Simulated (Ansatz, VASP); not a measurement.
Two plane-wave programs on PdPt2Se6

INCAR

```
SYSTEM = PdPt2Se6
ALGO = Normal
EDIFF = 1E-6
ENCUT = 520
GGA = PE
ISIF = 2
ISMEAR = 0
LASPH = .True.
LCHARG = .True.
LELF = .True.
LREAL = .False.
LVHAR = .True.
LWAVE = .False.
NBANDS = 43
NELM = 100
PREC = Accurate
SIGMA = 0.1
```

The input KPOINTS:

```
k-points
0
Gamma
  3 3 3
  0 0 0
```

POSCAR

```
PdPt2Se6
1.0
    3.2471099000      1.8747198000      6.2487596000
   -3.2471099000      1.8747198000      6.2487596000
    0.0000000000     -3.7494396000      6.2487596000
Pd Pt Se
1 2 6
Direct
    0.0000000000      0.0000000000      0.0000000000
    0.6667190000      0.6667190000      0.6667190000
    0.3332810000      0.3332810000      0.3332810000
    0.5967720000      0.2639060000      0.9301240000
    0.2639060000      0.9301240000      0.5967720000
    0.9301240000      0.5967720000      0.2639060000
    0.0698760000      0.4032280000      0.7360940000
    0.7360940000      0.0698760000      0.4032280000
    0.4032280000      0.7360940000      0.0698760000
```

Input for Ansatz:

```yaml
crystal:
  lattice:
    - [3.2471099, 1.8747198, 6.2487596]
    - [-3.2471099, 1.8747198, 6.2487596]
    - [0.0, -3.7494396, 6.2487596]
  atoms:
    - { symbol: Pd, position: [0.0, 0.0, 0.0] }
    - { symbol: Pt, position: [0.666719, 0.666719, 0.666719] }
    - { symbol: Pt, position: [0.333281, 0.333281, 0.333281] }
    - { symbol: Se, position: [0.596772, 0.263906, 0.930124] }
    - { symbol: Se, position: [0.263906, 0.930124, 0.596772] }
    - { symbol: Se, position: [0.930124, 0.596772, 0.263906] }
    - { symbol: Se, position: [0.069876, 0.403228, 0.736094] }
    - { symbol: Se, position: [0.736094, 0.069876, 0.403228] }
    - { symbol: Se, position: [0.403228, 0.736094, 0.069876] }
basis:
  ecutwfc: 420
kpoints:
  mp_grid: { grid: [3, 3, 3] }
hamiltonian:
  xc: pbe
scf:
  occupations: { method: gaussian, width: 0.1 }
  lower_state_search: "off"
output:
  forces: true
  stress: true
  eigenvalues: true
```

Alike in both runs: task single point; functional PBE; k mesh 3 × 3 × 3; occupations gaussian, width 0.1 eV; no spin polarisation.

```csv
,VASP,Ansatz
version,VASP 6.6.1,Ansatz 0.2.0
potentials or method,"VASP PAW PBE potentials, release 64 (Pd, Pt, Se)","scalar-relativistic, plane waves, PAW"
plane-wave cutoff (eV),520,420
valence electrons in the cell,66,150
```

|  | VASP | Ansatz | Ansatz less VASP |
| --- | --- | --- | --- |
| gap on the k mesh at the Fermi level (eV) | 0.81 | 0.82 | +0.009 |
| least direct gap on the mesh (eV) | 0.88 | 0.89 | +0.009 |
| pressure (GPa) | 0.0 | 0.0 | +0.02 |
| largest component of the traceless stress (GPa) | 0.06 | 0.05 | -0.004 |
| rms of the force components (eV/Å) | 0.004 | 0.004 | +0.0002 |

Atom by atom the forces differ by 0.001 eV/Å (rms over components). The two sets of potentials don't hold the same shells in valence.

Caveats: spin-orbit coupling is left out, which moves the levels of the heavy elements; an odd mesh through Γ misses points on the zone boundary, where band edges often lie. As with any semilocal functional, this PBE gap is likely too small.
